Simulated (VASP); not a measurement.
Input for VASP

**POSCAR**
```
WS2
1.0
  1.5725685409   0.9079227963   6.1967378843
 -1.5725685409   0.9079227963   6.1967378843
  0.0000000000  -1.8158455925   6.1967378843
W S
1 2
Cartesian
 -0.0000000000   0.0000000000   0.0120618047
 -0.0000000000   0.0000000000   4.6402132923
  0.0000000000   0.0000000000   7.7790007746
```

### INCAR
```
SYSTEM = WS2
PREC = Accurate
ENCUT = 400
EDIFF = 1E-6
NELM = 100
ALGO = Normal
LREAL = .FALSE.
LASPH = .TRUE.
ISMEAR = 0
SIGMA = 0.05
GGA = PS
LMAXMIX = 6
LWAVE = .FALSE.
LCHARG = .FALSE.
IBRION = 2
ISIF = 3
NSW = 60
EDIFFG = -0.02
```

### KPOINTS
```
Automatic mesh
0
Gamma
7 7 7
0 0 0
```

POTCAR, in this order: W_sv S (PBE.64 set). Program: vasp_std.

Task: Translate this PBEsol calculation to Quantum ESPRESSO's pw.x.

Result: One equivalent input (not run):
```
&CONTROL
  calculation = 'vc-relax'
  pseudo_dir = './pseudo'
  outdir = './out'
  tprnfor = .true.
  tstress = .true.
  nstep = 60
  forc_conv_thr = 0.00078
/
&SYSTEM
  ibrav = 0
  nat = 3
  ntyp = 2
  ecutwfc = 74
  occupations = 'smearing'
  smearing = 'gaussian'
  degauss = 0.003675
  input_dft = 'pbesol'
/
&ELECTRONS
  conv_thr = 7.3e-08
  electron_maxstep = 100
/
&IONS
/
&CELL
/
ATOMIC_SPECIES
  W 183.840 W.upf
  S 32.060 S.upf
CELL_PARAMETERS angstrom
     1.5725685    0.9079228    6.1967379
    -1.5725685    0.9079228    6.1967379
     0.0000000   -1.8158456    6.1967379
ATOMIC_POSITIONS crystal
  W    0.0006488  0.0006488  0.0006488
  S    0.2496052  0.2496052  0.2496052
  S    0.4184460  0.4184460  0.4184460
K_POINTS automatic
  7 7 7 0 0 0
```
Limits of the translation: the potentials are each code's own (VASP's PAW set, PseudoDojo norm-conserving files in pw.x), so ENCUT and ecutwfc are chosen apart and not converted; conv_thr bounds pw.x's estimated SCF error, while EDIFF bounds the energy change between steps; forc_conv_thr acts on force components and is met together with etot_conv_thr.

The structure comes from a measured WS2 entry (R3m) of the Crystallography Open Database, whose conditions weren't checked. This run relaxes it. Symmetry was kept, so distortions that lower it aren't found. The start is the result of an earlier pass.
